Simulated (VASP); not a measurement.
Method: PBE GGA, VASP's PBE PAW potentials (set 64) (plane waves; VASP 6.6.1).

Input for VASP

INCAR:
```
! general
SYSTEM   =  TiAl
PREC     =  Accurate
ENCUT    =  500
LREAL    =  .FALSE.   ! projection in real space or not
LASPH    =  .TRUE.

! electronic loop
EDIFF    =  1E-6
NELM     =  100   ! most electronic steps
ALGO     =  Normal   ! blocked Davidson
LMAXMIX  =  4   ! l cut-off of mixed one-centre charges

! smearing
ISMEAR   =  1   ! Methfessel-Paxton
SIGMA    =  0.1

! functional
GGA      =  PE

! ions
IBRION   =  2   ! conjugate gradients
NSW      =  40
ISIF     =  3
EDIFFG   =  -0.02   ! ionic stop
PSTRESS  =  300   ! kbar

! output
LWAVE    =  .FALSE.
LCHARG   =  .FALSE.
```

File KPOINTS:
```
Automatic mesh
0
Gamma
13 13 9
0 0 0
```

**POSCAR**
```
TiAl
1
    2.7011260990     0.0000000000     0.0000000000
    0.0000000000     2.7011260990     0.0000000000
    0.0000000000     0.0000000000     3.8838315698
Ti Al
1 1
Direct
  0.0000000000   0.0000000000   0.0000000000
  0.5000000000   0.5000000000   0.5000000000
```

POTCAR, in this order: Ti_sv Al (PBE.64 set). Program: vasp_std.

The resulting files:

OSZICAR:
```
       N       E                     dE             d eps       ncg     rms          rms(c)
DAV:   1     0.902245624180E+02    0.90225E+02   -0.73863E+03  3080   0.139E+03
DAV:   2    -0.769970947113E+01   -0.97924E+02   -0.94998E+02  3113   0.335E+02
DAV:   3    -0.133627967416E+02   -0.56631E+01   -0.53917E+01  4698   0.783E+01
DAV:   4    -0.135643745985E+02   -0.20158E+00   -0.19868E+00  3783   0.129E+01
DAV:   5    -0.135733838374E+02   -0.90092E-02   -0.90045E-02  4424   0.241E+00    0.111E+01
DAV:   6    -0.122641357962E+02    0.13092E+01   -0.10338E+01  3710   0.374E+01    0.353E+00
DAV:   7    -0.121628097057E+02    0.10133E+00   -0.82008E-01  3481   0.102E+01    0.237E+00
DAV:   8    -0.121581692855E+02    0.46404E-02   -0.12535E-01  3441   0.412E+00    0.496E-01
DAV:   9    -0.121579086716E+02    0.26061E-03   -0.24477E-02  3848   0.212E+00    0.257E-01
DAV:  10    -0.121581568792E+02   -0.24821E-03   -0.17313E-03  3673   0.495E-01    0.641E-02
DAV:  11    -0.121581323643E+02    0.24515E-04   -0.42517E-04  3837   0.250E-01    0.523E-02
DAV:  12    -0.121581337346E+02   -0.13702E-05   -0.42662E-05  3458   0.755E-02    0.927E-03
DAV:  13    -0.121581330992E+02    0.63534E-06   -0.81814E-07  2340   0.984E-03
   1 F= -.68522121E+01 E0= -.68518057E+01  d E =-.685221E+01
       N       E                     dE             d eps       ncg     rms          rms(c)
DAV:   1    -0.147107291375E+02   -0.25526E+01   -0.72359E+01  3356   0.132E+02    0.163E+01
DAV:   2    -0.115371807955E+02    0.31735E+01   -0.15843E+01  3397   0.585E+01    0.371E+00
DAV:   3    -0.113321722705E+02    0.20501E+00   -0.13858E+00  3957   0.109E+01    0.128E+00
DAV:   4    -0.113608237906E+02   -0.28652E-01   -0.41404E-01  3665   0.519E+00    0.953E-01
DAV:   5    -0.113948065033E+02   -0.33983E-01   -0.45417E-02  3853   0.210E+00    0.448E-01
DAV:   6    -0.114213414614E+02   -0.26535E-01   -0.54448E-02  4674   0.134E+00    0.167E-01
DAV:   7    -0.114231859182E+02   -0.18445E-02   -0.35685E-03  3462   0.549E-01    0.104E-01
DAV:   8    -0.114239214522E+02   -0.73553E-03   -0.17652E-03  4711   0.258E-01    0.239E-02
DAV:   9    -0.114239736596E+02   -0.52207E-04   -0.16855E-04  3644   0.938E-02    0.488E-03
DAV:  10    -0.114239744969E+02   -0.83731E-06   -0.14376E-05  3600   0.289E-02    0.521E-03
DAV:  11    -0.114239754509E+02   -0.95405E-06   -0.14979E-06  2452   0.119E-02
   2 F= -.67717835E+01 E0= -.67715847E+01  d E =0.804286E-01
       N       E                     dE             d eps       ncg     rms          rms(c)
DAV:   1    -0.134708636846E+02   -0.20469E+01   -0.30731E+01  3431   0.925E+01    0.121E+01
DAV:   2    -0.121067278889E+02    0.13641E+01   -0.13251E+01  3713   0.465E+01    0.264E+00
DAV:   3    -0.118850485338E+02    0.22168E+00   -0.13138E+00  3610   0.121E+01    0.571E-01
DAV:   4    -0.119122421479E+02   -0.27194E-01   -0.15674E-01  3664   0.261E+00    0.596E-01
DAV:   5    -0.119441568408E+02   -0.31915E-01   -0.55584E-02  4095   0.186E+00    0.520E-01
DAV:   6    -0.119489174119E+02   -0.47606E-02   -0.20478E-02  4366   0.126E+00    0.201E-01
DAV:   7    -0.119503482780E+02   -0.14309E-02   -0.23045E-03  3656   0.491E-01    0.417E-02
DAV:   8    -0.119503340321E+02    0.14246E-04   -0.44950E-04  4040   0.142E-01    0.453E-02
DAV:   9    -0.119503781292E+02   -0.44097E-04   -0.20887E-04  3569   0.147E-01    0.218E-02
DAV:  10    -0.119503790907E+02   -0.96156E-06   -0.22384E-05  3395   0.467E-02    0.214E-03
DAV:  11    -0.119503791090E+02   -0.18272E-07   -0.11686E-06  2538   0.864E-03
   3 F= -.68968445E+01 E0= -.68963701E+01  d E =-.446324E-01
       N       E                     dE             d eps       ncg     rms          rms(c)
DAV:   1    -0.119452154264E+02    0.51637E-02   -0.51264E-03  3379   0.115E+00    0.148E-01
DAV:   2    -0.119449893819E+02    0.22604E-03   -0.18268E-03  3478   0.562E-01    0.354E-02
DAV:   3    -0.119449548011E+02    0.34581E-04   -0.19405E-04  3499   0.148E-01    0.108E-02
DAV:   4    -0.119449576337E+02   -0.28325E-05   -0.31462E-05  3501   0.444E-02    0.771E-03
DAV:   5    -0.119449617667E+02   -0.41330E-05   -0.49631E-06  3615   0.164E-02    0.437E-03
DAV:   6    -0.119449638340E+02   -0.20673E-05   -0.42350E-06  3652   0.107E-02    0.256E-03
DAV:   7    -0.119449641669E+02   -0.33295E-06   -0.30010E-07  1585   0.553E-03
   4 F= -.68968699E+01 E0= -.68963961E+01  d E =-.446578E-01
```

### OUTCAR
```
------------------------ aborting loop because EDIFF is reached ----------------------------------------
  FORCE on cell =-STRESS in cart. coord.  units (eV):
  Direction    XX          YY          ZZ          XY          YZ          ZX
  --------------------------------------------------------------------------------------
  Total        5.0599799      5.0599799      5.0107385      0.0000000      0.0000000      0.0000000
  in kB      300.7063420    300.7063420    297.7800067      0.0000000      0.0000000      0.0000000
  external PRESSURE =      -0.2691031 kB  Pullay stress =     300.0000000 kB
  volume of cell :       26.96
      direct lattice vectors                 reciprocal lattice vectors
     2.656781816  0.000000000  0.000000000     0.376395229  0.000000000  0.000000000
     0.000000000  2.656781816  0.000000000     0.000000000  0.376395229  0.000000000
     0.000000000  0.000000000  3.819486733     0.000000000 -0.000000000  0.261815283
 POSITION                                       TOTAL-FORCE (eV/Angst)
 -----------------------------------------------------------------------------------
      0.00000      0.00000      0.00000         0.000000      0.000000      0.000000
      1.32839      1.32839      1.90974         0.000000      0.000000      0.000000
 -----------------------------------------------------------------------------------
    total drift:                               -0.000000      0.000000     -0.000000
  FREE ENERGIE OF THE ION-ELECTRON SYSTEM (eV)
  ---------------------------------------------------
  free  energy   TOTEN  =       -11.9449641669 eV

  energy  without entropy=      -11.9435428213  energy(sigma->0) =      -11.94449039
  enthalpy is  TOTEN    =        -6.8968698758 eV   P V=        5.0480942912

 reached required accuracy - stopping structural energy minimisation
```
(Selected blocks of OUTCAR.)

### CONTCAR
```
TiAl
   1.00000000000000
     2.6567818155508252    0.0000000000000000    0.0000000000000000
     0.0000000000000000    2.6567818155508252    0.0000000000000000
     0.0000000000000000    0.0000000000000000    3.8194867333014866
  Ti              Al
     1     1
Direct
     0.0000000000000000    0.0000000000000000    0.0000000000000000
     0.5000000000000000    0.5000000000000000    0.5000000000000000
```

### OUTCAR
```
 val. band max:       10.3476941629   @ k =   0.3846   0.3077   0.0000

 cond. band min:      10.3519218611   @ k =   0.0000   0.0000   0.0000


 Fermi energy:        10.3484498958

 k-point     1 :       0.0000    0.0000    0.0000
  band No.  band energies     occupation
      1     -45.8563      2.00000
      2     -22.2802      2.00000
      3     -21.6607      2.00000
      4     -21.6607      2.00000
      5       0.4927      2.00000
      6       8.1125      2.00000
      7       9.2351      2.00000
      8      10.3519      0.94127
      9      13.0310      0.00000
     10      13.0310      0.00000
     11      14.4809      0.00000

 k-point     2 :       0.0769    0.0000    0.0000
  band No.  band energies     occupation
      1     -45.8497      2.00000
      2     -22.2739      2.00000
      3     -21.7109      2.00000
      4     -21.6563      2.00000
      5       0.6270      2.00000
      6       8.2258      2.00000
      7       9.3000      2.00000
      8      10.1785      2.03711
      9      13.0572      0.00000
     10      13.2091      0.00000
     11      14.3288      0.00000

 k-point     3 :       0.1538    0.0000    0.0000
  band No.  band energies     occupation
      1     -45.8311      2.00000
      2     -22.2565      2.00000
      3     -21.8487      2.00000
      4     -21.6444      2.00000
      5       1.0237      2.00000
      6       8.5283      2.00000
      7       9.4432      2.00000
      8       9.7652      2.00000
      9      13.1307      0.00000
     10      13.6561      0.00000
     11      13.9415      0.00000

 k-point     4 :       0.2308    0.0000    0.0000
  band No.  band energies     occupation
      1     -45.8048      2.00000
      2     -22.2319      2.00000
      3     -22.0395      2.00000
      4     -21.6274      2.00000
      5       1.6667      2.00000
      6       8.9098      2.00000
      7       9.2784      2.00000
      8       9.4576      2.00000
      9      13.2366      0.00000
...
```

Energy and stress use the plane-wave basis of the starting cell.

The compound is TiAl in the L1_0 structure. This run relaxes it under an external pressure of 30 GPa. Symmetry was kept, so distortions that lower it aren't found. The electron count is odd and the run is not spin-polarised, which forces a metal.
